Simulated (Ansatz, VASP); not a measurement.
# Zr (Zirconium) in two plane-wave programs

One calculation is typed for both programs; each brings its own data sets. How far apart do they land? The cell is taken from a series of runs on this material, whose earlier steps may have relaxed, scaled, displaced or heated it; both programs get it as it stands.

Program: Ansatz 0.2.0. Level of theory: plane waves, with VASP 6.6.1 beside it; zone-centre phonons at PBE. Results are calculated unless marked as measured.

## Step 1: Starting point

It takes space group P6_3/mmc (No. 194, hexagonal). The conventional cell has a = 3.232 Å, b = 3.232 Å, c = 5.170 Å, α = 90.00°, β = 90.00°, γ = 120.00°. Zr has 12 Zr at 3.19 to 3.23 Å nearest.

## Step 2: VASP: zone-centre phonons, PBE

Second derivatives magnify differences that forces hide, and they need a tight electronic threshold.

Lines of VASP's logs that name or quote its potential files are left out, and so is its time.

INCAR

```
SYSTEM = Zr
PREC = Accurate
ENCUT = 500
EDIFF = 1E-08
NELM = 120
ISMEAR = -1
SIGMA = 0.1
LREAL = .FALSE.
ALGO = Normal
GGA = PE
NBANDS = 18
LASPH = .TRUE.
LORBIT = 11
LWAVE = .FALSE.
LCHARG = .FALSE.
ISIF = 2
IBRION = 8
GGA_COMPAT = .FALSE.
KPAR = 2
```

POSCAR

```
Zr
1.0
    3.2317805791      0.0000000000      0.0000000000
   -1.6158902895      2.7988040810      0.0000000000
    0.0000000000      0.0000000000      5.1701785467
Zr
2
Direct
    0.3333333333      0.6666666667      0.2500000000
    0.6666666667      0.3333333333      0.7500000000
```

KPOINTS

```
Automatic mesh
0
Gamma
15 15 8
0 0 0
```

The projector-augmented-wave data sets are Zr_sv (PBE family, release 64).

Launch:

```sh
> mpirun -np 2 vasp_std
```

Numbers of over 12 decimals in the logs are rounded to 6 here.

The program printed:

```text
[banner, memory and clock lines left out]
running    2 mpi-ranks, on    1 nodes
 distrk:  each k-point on    1 cores,    2 groups
 distr:  one band on    1 cores,    1 groups

 POSCAR found type information on POSCAR Zr
 POSCAR found :  1 types and       2 ions
 LDA part: xc-table for (Slater+PW92), standard interpolation
 POSCAR, INCAR and KPOINTS ok, starting setup
 FFT: planning ... GRIDC
 FFT: planning ... GRID_SOFT
 FFT: planning ... GRID
 WAVECAR not read
 entering main loop
       N       E                     dE             d eps       ncg     rms          rms(c)
DAV:   1     0.208770435959E+03    0.20877E+03   -0.13095E+04  4860   0.128E+03
DAV:   2    -0.238993161509E+01   -0.21116E+03   -0.20775E+03  5742   0.373E+02
DAV:   3    -0.174280935436E+02   -0.15038E+02   -0.14877E+02  8922   0.722E+01
DAV:   4    -0.177758232383E+02   -0.34773E+00   -0.34734E+00  5628   0.115E+01
DAV:   5    -0.177868711352E+02   -0.11048E-01   -0.11043E-01  7362   0.138E+00    0.142E+01
DAV:   6    -0.171857512782E+02    0.60112E+00   -0.95149E-01  5252   0.771E+00    0.557E+00
DAV:   7    -0.170690670823E+02    0.11668E+00   -0.61449E-01  6894   0.540E+00    0.112E+00
DAV:   8    -0.170750294232E+02   -0.59623E-02   -0.40104E-02  6388   0.152E+00    0.277E-01
DAV:   9    -0.170752084348E+02   -0.17901E-03   -0.17461E-03  5990   0.395E-01    0.343E-02
DAV:  10    -0.170751625371E+02    0.45898E-04   -0.45847E-05  6632   0.421E-02    0.243E-02
DAV:  11    -0.170751627393E+02   -0.20220E-06   -0.10827E-05  5436   0.376E-02    0.347E-03
DAV:  12    -0.170751627455E+02   -0.62005E-08   -0.50624E-07  7010   0.460E-03    0.301E-03
DAV:  13    -0.170751624334E+02    0.31212E-06   -0.56221E-08  5614   0.219E-03    0.919E-04
DAV:  14    -0.170751623769E+02    0.56444E-07   -0.43446E-09  3084   0.781E-04    0.289E-04
DAV:  15    -0.170751623647E+02    0.12216E-07   -0.14556E-09  2860   0.450E-04    0.343E-05
DAV:  16    -0.170751623596E+02    0.50773E-08   -0.45131E-10  2794   0.210E-04
   1 F= -.17075162E+02 E0= -.17040270E+02  d E =-.697854E-01
 Linear response reoptimize wavefunctions to high precision
DAV:   1    -0.170751623606E+02   -0.92632E-09   -0.15210E-10  2874   0.107E-04
DAV:   2    -0.170751623605E+02    0.20918E-10   -0.67682E-11  2756   0.562E-05
 Linear response DOF=           2
 Linear response progress:
  Degree of freedom:   1/  2
       N       E                     dE             d eps       ncg     rms          rms(c)
RMM:   1    -0.676444872787E+00   -0.67644E+00    0.27787E+00 21899   0.134E+01
RMM:   2    -0.628415007407E+00    0.48030E-01   -0.23914E-01 33094   0.270E+00    0.230E-01
RMM:   3    -0.629824339610E+00   -0.14093E-02   -0.38668E-02 39928   0.964E-01    0.731E-02
RMM:   4    -0.632127273782E+00   -0.23029E-02   -0.48734E-03 49200   0.344E-01    0.276E-02
RMM:   5    -0.632789250562E+00   -0.66198E-03   -0.96514E-04 47909   0.151E-01    0.179E-02
RMM:   6    -0.632847911795E+00   -0.58661E-04   -0.22852E-04 51941   0.662E-02    0.199E-02
RMM:   7    -0.632829548035E+00    0.18364E-04   -0.71014E-05 48818   0.389E-02    0.573E-03
RMM:   8    -0.632752858234E+00    0.76690E-04   -0.26308E-05 50209   0.208E-02    0.167E-02
RMM:   9    -0.632736783157E+00    0.16075E-04   -0.12753E-05 50375   0.122E-02    0.111E-02
RMM:  10    -0.632719845478E+00    0.16938E-04   -0.69592E-06 48641   0.104E-02    0.322E-03
RMM:  11    -0.632716292012E+00    0.35535E-05   -0.79566E-06 52843   0.582E-03    0.157E-03
RMM:  12    -0.632721955933E+00   -0.56639E-05   -0.44868E-06 53296   0.365E-03    0.358E-04
RMM:  13    -0.632722272900E+00   -0.31697E-06   -0.27258E-06 52044   0.256E-03    0.311E-04
RMM:  14    -0.632722666247E+00   -0.39335E-06   -0.18675E-06 51973   0.184E-03    0.993E-05
RMM:  15    -0.632722683268E+00   -0.17020E-07   -0.12498E-06 53383   0.140E-03    0.250E-05
RMM:  16    -0.632722530375E+00    0.15289E-06   -0.72638E-07 52581   0.109E-03    0.321E-05
RMM:  17    -0.632722580307E+00   -0.49932E-07   -0.38808E-07 53634   0.903E-04    0.399E-05
RMM:  18    -0.632722652638E+00   -0.72331E-07   -0.27927E-07 47468   0.785E-04    0.409E-05
RMM:  19    -0.632722637524E+00    0.15114E-07   -0.15861E-07 46959   0.692E-04    0.670E-05
RMM:  20    -0.632722702182E+00   -0.64658E-07   -0.10933E-07 50952   0.599E-04    0.822E-05
RMM:  21    -0.632722697970E+00    0.42121E-08   -0.84681E-08 49558   0.534E-04    0.806E-05
 first order change of Fermi-energy   0.14334E-04
 force on displaced ion       1 direction 1 :  -0.852  -0.000   0.000
 Linear response progress:
  Degree of freedom:   2/  2
       N       E                     dE             d eps       ncg     rms          rms(c)
RMM:   1    -0.791413887114E+00   -0.79141E+00    0.29651E+00  7525   0.135E+01
RMM:   2    -0.741325206659E+00    0.50089E-01   -0.26153E-01 11200   0.275E+00    0.245E-01
RMM:   3    -0.744439189935E+00   -0.31140E-02   -0.45104E-02 13595   0.988E-01    0.826E-02
RMM:   4    -0.747197779145E+00   -0.27586E-02   -0.48652E-03 15506   0.351E-01    0.342E-02
RMM:   5    -0.747622615029E+00   -0.42484E-03   -0.11903E-03 16340   0.153E-01    0.210E-02
RMM:   6    -0.747498842766E+00    0.12377E-03   -0.29159E-04 16670   0.703E-02    0.113E-02
RMM:   7    -0.747443193407E+00    0.55649E-04   -0.84191E-05 16919   0.362E-02    0.616E-03
RMM:   8    -0.747438005650E+00    0.51878E-05   -0.42903E-05 16945   0.195E-02    0.172E-03
RMM:   9    -0.747426153146E+00    0.11853E-04   -0.15348E-05 17401   0.111E-02    0.468E-04
RMM:  10    -0.747429630282E+00   -0.34771E-05   -0.18180E-05 17787   0.625E-03    0.240E-04
RMM:  11    -0.747430660822E+00   -0.10305E-05   -0.72448E-06 17741   0.381E-03    0.153E-04
RMM:  12    -0.747433363219E+00   -0.27024E-05   -0.61466E-06 17246   0.276E-03    0.661E-05
RMM:  13    -0.747433266036E+00    0.97183E-07   -0.42275E-06 17658   0.199E-03    0.606E-05
RMM:  14    -0.747433649023E+00   -0.38299E-06   -0.29142E-06 16804   0.156E-03    0.122E-05
[...]
RMM:  24    -0.747434535664E+00    0.13281E-07   -0.24481E-07 15739   0.285E-04    0.151E-05
RMM:  25    -0.747434549362E+00   -0.13699E-07   -0.21052E-07 15733   0.255E-04    0.164E-05
RMM:  26    -0.747434567199E+00   -0.17837E-07   -0.17140E-07 15990   0.231E-04    0.166E-05
RMM:  27    -0.747434563213E+00    0.39855E-08   -0.15890E-07 15215   0.210E-04    0.194E-05
RMM:  28    -0.747434560827E+00    0.23866E-08   -0.13821E-07 14243   0.193E-04    0.214E-05
RMM:  29    -0.747434558503E+00    0.23238E-08   -0.12811E-07 14073   0.179E-04    0.233E-05
RMM:  30    -0.747434558561E+00   -0.57615E-10   -0.11668E-07 12473   0.168E-04    0.245E-05
RMM:  31    -0.747434565625E+00   -0.70648E-08   -0.11151E-07 13993   0.159E-04    0.245E-05
 first order change of Fermi-energy  -0.13292E-03
 force on displaced ion       1 direction 3 :  -0.000  -0.000  -4.051
 Linear response finished
```

Parts of OUTCAR (step 2):

```text
ion  position               nearest neighbor table
   1  0.333  0.667  0.250-   2 3.19   2 3.19   2 3.19   2 3.19   2 3.19   2 3.19
   2  0.667  0.333  0.750-   1 3.19   1 3.19   1 3.19   1 3.19   1 3.19   1 3.19

  LATTYP: Found a hexagonal cell.
 ALAT       =     3.2317805791
 C/A-ratio  =     1.5997925664

 Subroutine GETGRP returns: Found 24 space group operations
 (whereof 12 operations were pure point group operations)

The static configuration has the point symmetry D_3d.
 The point group associated with its full space group is D_6h.

 Found    135 irreducible k-points:

   k-points           NKPTS =    135   k-points in BZ     NKDIM =    135   number of bands    NBANDS=     18

   dimension x,y,z NGX =    24 NGY =   24 NGZ =   40
   dimension x,y,z NGXF=    48 NGYF=   48 NGZF=   80

   ENCUT  =  500.0 eV  36.75 Ry    6.06 a.u.   5.89  5.89  9.43*2*pi/ulx,y,z

   NELECT =      24.0000    total number of electrons

 k-points in reciprocal lattice and weights: Automatic mesh
   0.00000000  0.00000000  0.00000000       0.001
   0.06666667 -0.00000000  0.00000000       0.003
   0.13333333 -0.00000000  0.00000000       0.003
   0.20000000 -0.00000000  0.00000000       0.003
   0.26666667 -0.00000000  0.00000000       0.003
   0.33333333 -0.00000000  0.00000000       0.003
   0.40000000 -0.00000000  0.00000000       0.003
   0.46666667 -0.00000000  0.00000000       0.003
   0.06666667  0.06666667  0.00000000       0.003
[...]
0.33333333  0.26666667  0.50000000       0.007
   0.33333333  0.33333333  0.50000000       0.001

 average (electrostatic) potential at core
       1 -74.6796       2 -74.6796

  Total        0.0118795      0.0118795      0.0684309      0.0000000      0.0000000     -0.0000000
  in kB        0.4069951      0.4069951      2.3444619      0.0000000      0.0000000     -0.0000000
  external PRESSURE =       1.0528174 kB  Pullay stress =       0.0000000 kB

  energy-cutoff  :      500.00
  volume of cell :       46.76
      direct lattice vectors                 reciprocal lattice vectors
     3.231780579  0.000000000  0.000000000     0.309426948  0.178647732  0.000000000
    -1.615890290  2.798804081  0.000000000     0.000000000  0.357295463  0.000000000
     0.000000000  0.000000000  5.170178547     0.000000000  0.000000000  0.193416918

 POSITION                                       TOTAL-FORCE (eV/Angst)
 -----------------------------------------------------------------------------------
     -0.00000      1.86587      1.29254         0.000000     -0.000000      0.000000
      1.61589      0.93293      3.87763        -0.000000      0.000000      0.000000
 -----------------------------------------------------------------------------------
    total drift:                                0.000000     -0.000000      0.000000

 Eigenvectors and eigenvalues of the dynamical matrix
 ----------------------------------------------------

   1 f  =    4.659275 THz    29.275088 2PiTHz  155.416683 cm-1    19.269204 meV
             X         Y         Z           dx          dy          dz
     -0.000000  1.865869  1.292545     0.000000    0.000000    0.707107
      1.615890  0.932935  3.877634     0.000000    0.000000   -0.707107

   2 f  =    2.136401 THz    13.423406 2PiTHz   71.262683 cm-1     8.835443 meV
             X         Y         Z           dx          dy          dz
     -0.000000  1.865869  1.292545     0.297860    0.641311   -0.000000
      1.615890  0.932935  3.877634    -0.297860   -0.641311   -0.000000

   3 f  =    2.136401 THz    13.423406 2PiTHz   71.262683 cm-1     8.835443 meV
             X         Y         Z           dx          dy          dz
     -0.000000  1.865869  1.292545     0.641311   -0.297860    0.000000
      1.615890  0.932935  3.877634    -0.641311    0.297860    0.000000

   4 f  =    0.000000 THz     0.000000 2PiTHz    0.000001 cm-1     0.000000 meV
             X         Y         Z           dx          dy          dz
     -0.000000  1.865869  1.292545     0.051240    0.654841    0.261836
      1.615890  0.932935  3.877634     0.051240    0.654841    0.261836

   5 f  =    0.000000 THz     0.000000 2PiTHz    0.000000 cm-1     0.000000 meV
             X         Y         Z           dx          dy          dz
     -0.000000  1.865869  1.292545     0.705186   -0.044107   -0.027694
      1.615890  0.932935  3.877634     0.705186   -0.044107   -0.027694

   6 f/i=    0.000000 THz     0.000000 2PiTHz    0.000002 cm-1     0.000000 meV
             X         Y         Z           dx          dy          dz
     -0.000000  1.865869  1.292545    -0.009315    0.263131   -0.656258
      1.615890  0.932935  3.877634    -0.009315    0.263131   -0.656258

 ELASTIC MODULI CONTR FROM IONIC RELAXATION (kBar)
 Direction    XX          YY          ZZ          XY          YZ          ZX
 --------------------------------------------------------------------------------
 XX         -74.5115     74.5115      0.0000     -0.0000     -0.0000      0.0000
 YY          74.5115    -74.5115     -0.0000     -0.0000      0.0000      0.0000
 ZZ           0.0000     -0.0000     -0.0000     -0.0000      0.0000      0.0000
 XY          -0.0000     -0.0000     -0.0000    -74.5115      0.0000      0.0000
 YZ          -0.0000      0.0000      0.0000      0.0000     -0.0000      0.0000
 ZX           0.0000      0.0000      0.0000      0.0000      0.0000      0.0000
 --------------------------------------------------------------------------------
```

## Step 3: Ansatz: zone-centre phonons, PBE

Ansatz runs on its default PAW (the set named soft_2) files.

The same cell, functional, mesh and smearing now go to Ansatz, which takes its cutoff from its data sets.

input.yaml

```yaml
crystal:
  lattice:
    - [3.2317805791, 0.0, 0.0]
    - [-1.6158902895, 2.798804081, 0.0]
    - [0.0, 0.0, 5.1701785467]
  atoms:
    - { symbol: Zr, position: [0.3333333333, 0.6666666667, 0.25] }
    - { symbol: Zr, position: [0.6666666667, 0.3333333333, 0.75] }
kpoints:
  mp_grid: { grid: [15, 15, 8] }
hamiltonian:
  xc: pbe
scf:
  occupations: { method: fermi_dirac, width: 0.1 }
output:
  eigenvalues: true
phonons:
  method: dfpt
```

Launch:

```sh
> ansatz run input.yaml --threads 4 --pin off --max-ram 9216MiB --backend cpu --events-out ev --progress --plain --runs-dir out
```

The program printed:

```text
zone centre: on kpoints.mp_grid the ground state, and the responses unless they are solved on pairs of k-points, stand on 320 of the mesh's 1800 k-points, reduced under 4 symmetry operations, with k and −k counted as one. Each operation leaves every solved displacement unchanged or reverses it
Engine: ansatz 0.2.0, x86_64-unknown-linux-gnu
Pseudopotentials: kind: paw
Pseudopotential: Zr, paw, valence charge 12, recommended cutoff 420 eV (normal), Zr.paw.azcp
Functional definition: PBE
  parameter kappa = 0.804
  parameter beta = 0.066725
  exchange = pbe_x(kappa = kappa, mu = beta*pi^2/3)
  correlation = pbe_c(beta = beta)
Crystal: 2 atoms, lattice volume = 46.765 Å³
Basis set: ecut = 420 eV, 941 PW (Γ), exchange–correlation on 48×48×72 points (8 copies of the dense FFT grid, shifted against one another)
Bands: 16, of which v1, the nominal top of the filled ones, is band 12 counted from 1 (11 counted from 0)
Symmetry: 24 space group operations
k-points: 320 of 1800 (irreducible under 4 space group operations, time reversal used)
Non-local potential: Zr, projectors of the file, l = 0: 3, l = 1: 2, l = 2: 2, l = 3: 2
PAW form: soft (Blöchl's): semilocal exchange-correlation on the pseudo side does not see the compensation charge
PAW one-centre angular grid: Zr, 590 points (default); XC on 64 Gauss nodes
Initial density: superposition of atomic densities (neutral atoms: chi_scale 0, normalization atom), corrected by the library's trained network
Initial wavefunctions: pseudopotential atomic-orbital guess
Functional: x = pbe(κ = 0.804, μ = 0.219515), c = pbe(β = 0.066725)
SCF iter   1: F=—  HF=-8367.706056 eV  |F-HF|=—  |Δ(HF+E_count)|=         —  Δρ=2.73e-3  dr2=1.33e-3  ethr=1.77e-3  ⟨swp⟩=5.0  Hψ=47658  notcnv=0
automatic band count: the SCF goes on with 20 bands, as 16 were too few: they end inside the smearing window of the response
preconditioner: auto → Kerker (q_TF=auto, 2.441 Å⁻¹)  [metal: Δε(μ)=0.032 eV  Ē_g=4.904 eV  σ=0.100 eV  W_gap=0.08  n_scr=10 (ndim 8)  ℏωp=15.4 eV  f_vac=0.000  D(μ)=2.02/eV (n_scr^D=22)]
SCF iter   2: F=—  HF=-8367.705264 eV  |F-HF|=—  |Δ(HF+E_count)|=   7.92e-4  Δρ=1.66e-3  dr2=5.34e-4  ethr=5.53e-6  ⟨swp⟩=2.9  Hψ=12581  notcnv=0
SCF iter   3: F=—  HF=-8367.705594 eV  |F-HF|=—  |Δ(HF+E_count)|=   3.30e-4  Δρ=2.62e-4  dr2=1.89e-5  ethr=2.22e-6  ⟨swp⟩=3.0  Hψ=10334  notcnv=0
SCF iter   4: F=—  HF=-8367.705590 eV  |F-HF|=—  |Δ(HF+E_count)|=   3.10e-6  Δρ=8.75e-5  dr2=2.74e-6  ethr=7.86e-8  ⟨swp⟩=2.1  Hψ=9563  notcnv=0
SCF iter   5: F=—  HF=-8367.705590 eV  |F-HF|=—  |Δ(HF+E_count)|=   1.27e-8  Δρ=3.14e-5  dr2=3.84e-7  ethr=1.14e-8  ⟨swp⟩=2.0  Hψ=7559  notcnv=0
SCF iter   6: F=—  HF=-8367.705590 eV  |F-HF|=—  |Δ(HF+E_count)|=   2.00e-8  Δρ=6.78e-6  dr2=2.03e-8  ethr=1.60e-9  ⟨swp⟩=2.0  Hψ=7553  notcnv=0
SCF iter   7: F=—  HF=-8367.705590 eV  |F-HF|=—  |Δ(HF+E_count)|=  2.55e-10  Δρ=1.40e-6  dr2=5.89e-10  ethr=8.47e-11  ⟨swp⟩=1.9  Hψ=7449  notcnv=0
SCF iter   8: F=—  HF=-8367.705590 eV  |F-HF|=—  |Δ(HF+E_count)|=  7.28e-11  Δρ=4.17e-7  dr2=3.04e-11  ethr=2.46e-12  ⟨swp⟩=1.9  Hψ=8788  notcnv=0
SCF iter   9: F=-8367.705590 eV  HF=-8367.705590 eV  |F-HF|=1.82e-12  |Δ(HF+E_count)|=  5.46e-12  Δρ=3.24e-8  dr2=2.10e-13  ethr=1.00e-12  ⟨swp⟩=6.2  Hψ=22361  notcnv=0
SCF 1 converged in 9 iterations: F = -8367.705590 eV  dr2 = 2.10e-13
  greatest PAW one-centre occupation: 0.996 electrons in one spin orbital (limit 2), on the Zr atom at site 1 (counted from 0), in its partial waves of l = 0
DFPT response loops at Γ: preconditioner auto → Kerker (q_TF=auto, 2.441 Å⁻¹) (partly filled bands, converged f_vac=0.000); β = 1.00, the filter's whole step (`scf.mixing.beta` (0.50) is not read by the response loops under this deck's `scf.mixing.preconditioner`; to damp them name `kerker` or `kerker_dos`, under which they read `scf.mixing.beta`, and type it under 1.00, their step now; both keys bind the ground state too); Broyden in place of MSR1
SCF converged after 9 iterations
Free energy (F): -8367.705590 eV
Harris-Foulkes:  -8367.705590 eV  (|F-HF|=1.82e-12)
Internal energy: -8367.635795 eV  (E = F + TS)
E sigma→0 (E₀):  -8367.670693 eV
Entropy (-TS):   -0.069795 eV (-34.898 meV/atom)
Fermi energy:    13.909920 eV
--- Per-component energies (eV) ---
  E_band       = -195.354351
  E_kinetic    = 665.043087
  E_local      = -1257.864683  (includes V_loc(G=0)·N_el)
  E_nonlocal   = 161.055115
  E_hartree    = 389.362750
  E_xc         = -322.827904
  E_vxc        = -381.197808  (∫ρ·V_xc dr)
  E_paw        = -5908.239118  (= ΣΔE_a)
  E_vpaw       = -161.115613  (= ΣTr[D̂ρ^β])
  E_aug_tail   = 0.000049  (compensation charges beyond the density's cutoff)
  E_ewald      = -2094.165091
  E_smearing   = -0.069795  (= −TS)
  E_closure    = 0.000000  (closes the sum)
  Σ components = -8367.705590   (vs F -8367.705590, Δ=0.00e0)
--- Band table (eV; the first three rows and the last of 320) ---
  k-point 0: bands = [... 8 lower, 8.2948, 10.9161, 14.8045, 14.8045, 14.9115, 15.0583, 15.4829, 15.4829, ... 4 higher]
  k-point 1: bands = [... 8 lower, 8.4243, 10.9049, 14.7384, 14.7384, 14.8113, 14.8201, 15.3871, 15.3871, ... 4 higher]
  k-point 2: bands = [... 8 lower, 8.7952, 10.8181, 14.3240, 14.5459, 14.6423, 14.6423, 15.1599, 15.1599, ... 4 higher]
  k-point 319: bands = [... 8 lower, 11.6754, 11.6754, 13.2920, 13.2920, 13.9588, 13.9588, 15.7694, 15.7694, ... 4 higher]
--- Phonons (Γ-DFPT): 2 representative perturbations + reference, on 320 of 1800 k-points (Σ response iterations 6) ---
  k mesh reduced under 4 symmetry operations, with k and −k counted as one. Each operation leaves every solved displacement unchanged or reverses it
  ASR residual: 8.938e-4 → 0.000e0 eV/Å²; symmetrization residual: 2.452e-10 eV/Å²
  ASR residual per site (eV/Å²): 8.94e-4 8.94e-4
  Γ frequencies (cm⁻¹): 0.00 0.00 0.00 70.63 70.63 154.73
  non-analytic LO–TO correction: not included (Born effective charges unavailable; polar crystals: no LO–TO splitting at Γ)
```

Reading the cycles: dr2 is the Hartree energy of the density residual (eV), the measure of convergence; HF is the Harris–Foulkes estimate of the energy, which meets the free energy F at convergence.

## Step 4: Side by side

Known differences besides the potentials themselves: the cutoff is 420 eV in Ansatz and 500 eV in VASP. Total energies have different zeros and are not compared.

The two programs side by side:

```csv
quantity,Ansatz,VASP,difference
optical mode 1 to 2 (cm⁻¹),70.6,71.3,-0.89 %
optical mode 3 (cm⁻¹),154.7,155.4,-0.44 %
```

Modes are paired by rising frequency, not by their patterns, so a pair may set unlike modes beside each other; they are those without the splitting of longitudinal modes.

## Step 5: Summary of results

- r.m.s. difference of the optical zone-centre modes, each program's sorted by frequency (zone-centre phonons, PBE): 0.65 cm⁻¹
- difference in optical mode 1 to 2 (zone-centre phonons, PBE): -0.9 %

What this shows: The r.m.s. difference of the optical zone-centre modes, each program's sorted by frequency is 0.65 cm⁻¹ (zone-centre phonons, PBE). Among the rows given in per cent, the largest difference of the zone-centre phonons, PBE pair is in optical mode 1 to 2, -0.9 %. 1 further run of this series is not shown here. How closely two codes agree says nothing of how well the functional describes the real material.

[Lines on the potential files, build, host, timing and source positions are cut from VASP's logs without a mark.]

[Logs are printed without paths, hosts, clocks, repeated set-up lines and the standing remarks that a program may print on its own settings, such as how far it seeks lower states.]

[Hosts, paths, dates, database ids (printed as entryN), source tags and the programs' standing remarks are cut or masked in the printed files.]
